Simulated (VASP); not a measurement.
Data:

```yaml
crystal:
  lattice:
    - [0.00000, 2.20966, 2.20966]
    - [2.20966, 0.00000, 2.20966]
    - [2.20966, 2.20966, 0.00000]
  atoms:
    - { symbol: Al, position: [0.00000, 0.00000, 0.00000] }
    - { symbol: N, position: [0.25000, 0.25000, 0.25000] }
```

Level of theory: revPBE GGA, VASP's PBE PAW potentials (set 64) (plane waves; VASP). Numerical set-up: 520 eV cut-off, Gaussian smearing of 0.050 eV, potentials Al N.

**Question.** Give the energies of bands 2 to 5 at the high-symmetry points, in eV from the valence-band maximum.

**Answer.** 
```csv
band,Γ,X,U,L,W
2,0.00,-4.77,-4.15,-5.68,-3.71
3,0.00,-1.73,-3.51,-0.47,-3.31
4,0.00,-1.73,-1.34,-0.47,-2.60
5,3.92,3.33,5.13,7.13,5.99
```

The gap is indirect, 3.33 eV, from the valence maximum at Γ to the conduction minimum at X.

Measured: gap 5.34 eV (computed value off by -2.01 eV), as given by Daiki Deguchi et al., Japanese Journal of Applied Physics (2016), arXiv:1512.06930.

The compound is AlN in the zinc blende structure, a metastable form; wurtzite is the usual one. It was relaxed first.
